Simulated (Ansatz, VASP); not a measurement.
## Na2MoO4: VASP beside Ansatz

Aim: how closely do two programs agree when they are given the same cell, functional and k mesh? The cell is taken from a series of runs on this material, whose earlier steps may have relaxed, scaled, displaced or heated it; both programs get it as it stands.

Calculated with Ansatz 0.2.0; plane waves, with VASP 6.6.1 beside it; G0W0 gap at LDA.

### Step 1. Set-up

The structure is cubic, space group Fd-3m (No. 227). Conventional cell: a = 9.109 Å, b = 9.109 Å, c = 9.109 Å, α = 90.00°, β = 90.00°, γ = 90.00°. Nearest to Na lie 6 O at 2.40 Å. Nearest to Mo lie 4 O at 1.77 Å. O has 1 Mo at 1.77 Å and 3 Na at 2.40 Å nearest. Farther neighbours and most contacts between anions are not listed.

As a file:

```xyz
14
Lattice="0.0000 4.5544 4.5544 4.5544 0.0000 4.5544 4.5544 4.5544 0.0000" Properties=species:S:1:pos:R:3 pbc="T T T"
Na    5.6930    5.6930    5.6930
Na    5.6930    3.4158    3.4158
Na    3.4158    3.4158    5.6930
Na    3.4158    5.6930    3.4158
Mo    0.0000    0.0000    0.0000
Mo    2.2772    2.2772    2.2772
O     8.0860    8.0860    8.0860
O     3.3001    5.8088    5.8088
O     5.5773    5.5773    8.0860
O     5.8088    3.3001    5.8088
O     8.0860    5.5773    5.5773
O     3.3001    3.3001    3.3001
O     5.5773    8.0860    5.5773
O     5.8088    5.8088    3.3001
```

### Step 2. VASP: G0W0 gap, LDA

Quasiparticle shifts depend on high empty states and on the cores, so they are the hardest test of two PAW sets.

Lines of VASP's logs that name or quote its potential files are left out, and so is its time.

The run reads the wave functions of an earlier VASP run, which isn't shown here.

INCAR reads:

```
SYSTEM = Na2MoO4
PREC = Accurate
ENCUT = 440
ISMEAR = 0
SIGMA = 0.01
LREAL = .FALSE.
GGA = CA
NBANDS = 844
LASPH = .TRUE.
ALGO = EVGW0
NELMGW = 1
ENCUTGW = 150
NOMEGA = 64
PRECFOCK = Fast
NBANDSGW = 64
LWAVE = .FALSE.
LCHARG = .FALSE.
```

POSCAR reads:

```
Na2MoO4
1.0
    0.0000000000      4.5544396667      4.5544396667
    4.5544396667      0.0000000000      4.5544396667
    4.5544396667      4.5544396667      0.0000000000
Na Mo O
4 2 8
Direct
    0.6250000000      0.6250000000      0.6250000000
    0.1250000000      0.6250000000      0.6250000000
    0.6250000000      0.6250000000      0.1250000000
    0.6250000000      0.1250000000      0.6250000000
    0.0000000000      0.0000000000      0.0000000000
    0.2500000000      0.2500000000      0.2500000000
    0.8877100000      0.8877100000      0.8877100000
    0.9131300000      0.3622900000      0.3622900000
    0.8877100000      0.8877100000      0.3368700000
    0.3622900000      0.9131300000      0.3622900000
    0.3368700000      0.8877100000      0.8877100000
    0.3622900000      0.3622900000      0.3622900000
    0.8877100000      0.3368700000      0.8877100000
    0.3622900000      0.3622900000      0.9131300000
```

KPOINTS reads:

```
Automatic mesh
0
Gamma
2 2 2
0 0 0
```

The projector-augmented-wave data sets are Na_sv_GW, Mo_sv_GW and O_GW (LDA family, release 64).

On the command line:

```sh
$ export OMP_NUM_THREADS=3
$ mpirun -np 1 vasp_std
```

Numbers of over 12 decimals in the logs are rounded to 6 here.

Output:

```text
[banner, memory and clock lines left out]
running    1 mpi-ranks, on    1 nodes
 distrk:  each k-point on    1 cores,    1 groups
 distr:  one band on    1 cores,    1 groups
 Offloading initialized ...    1 GPUs detected
 POSCAR found type information on POSCAR NaMoO
 POSCAR found :  3 types and      14 ions
|                                                                             |
|           W    W    AA    RRRRR   N    N  II  N    N   GGGG   !!!           |
|           W    W   A  A   R    R  NN   N  II  NN   N  G    G  !!!           |
|           W    W  A    A  R    R  N N  N  II  N N  N  G       !!!           |
|           W WW W  AAAAAA  RRRRR   N  N N  II  N  N N  G  GGG   !            |
|           WW  WW  A    A  R   R   N   NN  II  N   NN  G    G                |
|           W    W  A    A  R    R  N    N  II  N    N   GGGG   !!!           |
|                                                                             |
|     The default for ENCUTGWSOFT is different in this version of VASP.       |
|     please manually set ENCUTGWSOFT =150 in the INCAR file.                 |
|                                                                             |

 LDA part: xc-table for (Slater(with rela. corr.)+CA(PZ))
 , standard interpolation
 found WAVECAR, reading the header
 POSCAR, INCAR and KPOINTS ok, starting setup
 FFT: planning ... GRIDC
 FFT: planning ... GRID_SOFT
 FFT: planning ... GRID
 reading WAVECAR
 the WAVECAR file was read successfully
 initial charge from wavefunction
 available memory per node:   1658.53 GB, setting MAXMEM to   1698335

 The Fermi energy was updated, please check that it is located mid-gap
 values below the HOMO (VB) or above the LUMO (CB) will cause erroneous energies
 E-fermi :   2.5266

 calculate exact exchange contribution
 the WAVEDER file was read successfully
energies w=
    0.000    0.000    1.472    0.000    2.942    0.000    4.406    0.000
    5.861    0.000    7.305    0.000    8.736    0.000   10.152    0.000
   11.552    0.000   12.934    0.000   14.299    0.000   15.647    0.000
   16.976    0.000   18.289    0.000   19.585    0.000   20.866    0.000
   22.133    0.000   23.388    0.000   24.632    0.000   25.867    0.000
   27.095    0.000   28.319    0.000   29.540    0.000   30.760    0.000
   31.983    0.000   33.211    0.000   34.446    0.000   35.691    0.000
   36.951    0.000   38.227    0.000   39.523    0.000   40.843    0.000
   42.192    0.000   43.573    0.000   44.991    0.000   46.452    0.000
   47.962    0.000   49.527    0.000   51.154    0.000   52.851    0.000
   54.629    0.000   56.496    0.000   58.467    0.000   60.553    0.000
   62.771    0.000   65.139    0.000   67.681    0.000   70.420    0.000
   73.387    0.000   76.619    0.000   80.161    0.000   84.065    0.000
   88.397    0.000   93.241    0.000   98.698    0.000  104.903    0.000
  112.025    0.000  120.293    0.000  130.010    0.000  141.599    0.000
  155.659    0.000  173.070    0.000  195.178    0.000  224.157    0.000
 responsefunction array rank=     790
 LDA part: xc-table for (Slater(with rela. corr.)+CA(PZ))
 , standard interpolation

 min. memory requirement per mpi rank   1926.8 MB, per node   1926.8 MB

 allocating  64 responsefunctions rank=   790
 shmem allocating  64 responsefunctions rank=   790
 response function shared by NCSHMEM nodes    1
 Doing            64  frequencies on each core in blocks of            64
NQ=   1    0.0000    0.0000    0.0000,
|.........|.........|.........|.........|.........|.........|.........|.........
 performed       1030000 updates of chi_q(r,r)
 total number of BLAS operations       4623.29 Gflops
NQ=   2    0.5000    0.0000    0.0000,
|.........|.........|.........|.........|.........|.........|.........|.........
 performed       2600000 updates of chi_q(r,r)
 total number of BLAS operations      12227.13 Gflops
NQ=   3    0.5000    0.5000    0.0000,
|.........|.........|.........|.........|.........|.........|.........|.........
 performed       4062000 updates of chi_q(r,r)
 total number of BLAS operations      19527.97 Gflops
 resolving degeneracies of screened two electron integrals

 calculate QP shifts <psi_nk| G(iteration)W_0 |psi_nk>: iteration 1
 entering main loop
```

From OUTCAR (step 2):

```text
ion  position               nearest neighbor table
   1  0.625  0.625  0.625-
   2  0.125  0.625  0.625-
   3  0.625  0.625  0.125-
   4  0.625  0.125  0.625-
   5  0.000  0.000  0.000-   9 1.77  11 1.77  13 1.77   7 1.77
   6  0.250  0.250  0.250-   8 1.77  10 1.77  14 1.77  12 1.77
   7  0.888  0.888  0.888-   5 1.77
   8  0.913  0.362  0.362-   6 1.77
   9  0.888  0.888  0.337-   5 1.77
  10  0.362  0.913  0.362-   6 1.77
  11  0.337  0.888  0.888-   5 1.77
  12  0.362  0.362  0.362-   6 1.77
  13  0.888  0.337  0.888-   5 1.77
  14  0.362  0.362  0.913-   6 1.77

  LATTYP: Found a face centered cubic cell.
 ALAT       =     9.1088793334

 Subroutine GETGRP returns: Found 48 space group operations
 (whereof 24 operations were pure point group operations)

The static configuration has the point symmetry T_d .
 The point group associated with its full space group is O_h .

 Found      3 irreducible k-points:

   k-points           NKPTS =      3   k-points in BZ     NKDIM =      8   number of bands    NBANDS=    844

   dimension x,y,z NGX =    48 NGY =   48 NGZ =   48
   dimension x,y,z NGXF=    96 NGYF=   96 NGZF=   96

   ENCUT  =  440.0 eV  32.34 Ry    5.69 a.u.  11.02 11.02 11.02*2*pi/ulx,y,z

   NELECT =     112.0000    total number of electrons

  energy-cutoff  :      440.00
  volume of cell :      188.94
      direct lattice vectors                 reciprocal lattice vectors
     0.000000000  4.554439667  4.554439667    -0.109782989  0.109782989  0.109782989
     4.554439667  0.000000000  4.554439667     0.109782989 -0.109782989  0.109782989
     4.554439667  4.554439667  0.000000000     0.109782989  0.109782989 -0.109782989

 k-points in reciprocal lattice and weights: Automatic mesh
   0.00000000  0.00000000  0.00000000       0.125
   0.50000000  0.00000000  0.00000000       0.500
   0.50000000  0.50000000  0.00000000       0.375

 E-fermi :   2.5266

 QP shifts <psi_nk| G(iteration)W_0 |psi_nk>: iteration 1
 for sc-GW calculations column KS-energies equals QP-energies in previous step
 and V_xc(KS)=  KS-energies - (<T + V_ion + V_H > + <T+V_H+V_ion>^1  + <V_x>^1)
 k-point   1 :       0.0000    0.0000    0.0000
  band No.  KS-energies  QP-energies   sigma(KS)   V_xc(KS)     V^pw_x(r,r')   Z            occupation Imag(sigma)
    ...
     53       0.2311      -0.6709     -20.5345     -19.3289     -24.3345       0.7481       2.0000       0.2450
     54       0.2988      -0.6218     -20.5213     -19.2843     -24.3496       0.7442       2.0000       0.2468
     55       0.2988      -0.6218     -20.5213     -19.2843     -24.3496       0.7442       2.0000       0.2468
     56       0.2988      -0.6218     -20.5213     -19.2843     -24.3496       0.7442       2.0000       0.2468
     57       4.7545       6.6659     -16.3822     -18.8236     -12.7216       0.7829       0.0000      -0.1931
     58       4.7545       6.6659     -16.3822     -18.8236     -12.7216       0.7829       0.0000      -0.1931
     59       5.0619       6.9919     -16.9218     -19.4237     -13.6741       0.7714       0.0000      -0.1837
     60       5.0619       6.9919     -16.9218     -19.4237     -13.6741       0.7714       0.0000      -0.1837
    ...

 k-point   2 :       0.5000    0.0000    0.0000
  band No.  KS-energies  QP-energies   sigma(KS)   V_xc(KS)     V^pw_x(r,r')   Z            occupation Imag(sigma)
    ...
     53       0.1132      -0.8241     -20.2551     -18.9914     -24.0531       0.7417       2.0000       0.2515
     54       0.1850      -0.7459     -20.4385     -19.1826     -24.2800       0.7411       2.0000       0.2500
     55       0.2009      -0.7031     -20.4847     -19.2721     -24.2898       0.7454       2.0000       0.2465
     56       0.2009      -0.7031     -20.4847     -19.2721     -24.2898       0.7454       2.0000       0.2465
     57       4.8378       6.7425     -16.4397     -18.8949     -12.8393       0.7758       0.0000      -0.1920
     58       4.8378       6.7425     -16.4397     -18.8949     -12.8393       0.7758       0.0000      -0.1920
     59       5.1012       7.0414     -17.0641     -19.5916     -13.6919       0.7676       0.0000      -0.1913
     60       5.1012       7.0414     -17.0641     -19.5916     -13.6919       0.7676       0.0000      -0.1913
    ...

 k-point   3 :       0.5000    0.5000    0.0000
  band No.  KS-energies  QP-energies   sigma(KS)   V_xc(KS)     V^pw_x(r,r')   Z            occupation Imag(sigma)
    ...
     53      -0.0088      -0.9516     -20.1601     -18.8875     -23.9534       0.7408       2.0000       0.2563
     54      -0.0088      -0.9516     -20.1601     -18.8875     -23.9534       0.7408       2.0000       0.2563
     55       0.2238      -0.6878     -20.5032     -19.2805     -24.3098       0.7456       2.0000       0.2462
     56       0.2238      -0.6878     -20.5032     -19.2805     -24.3098       0.7456       2.0000       0.2462
     57       4.8204       6.7148     -16.2455     -18.6708     -12.7003       0.7811       0.0000      -0.1880
     58       4.8204       6.7148     -16.2455     -18.6708     -12.7003       0.7811       0.0000      -0.1880
     59       5.1231       7.0727     -17.1331     -19.6820     -13.6496       0.7649       0.0000      -0.1977
     60       5.1231       7.0727     -17.1331     -19.6820     -13.6496       0.7649       0.0000      -0.1977
    ...
```

(Continued in part 2 of 2.)

[Lines on the potential files, build, host, timing and source positions are cut from VASP's logs without a mark.]

[Logs are printed without paths, hosts, clocks, repeated set-up lines and the standing remarks that a program may print on its own settings, such as how far it seeks lower states.]

[Hosts, paths, dates, database ids (printed as entryN), source tags and the programs' standing remarks are cut or masked in the printed files.]
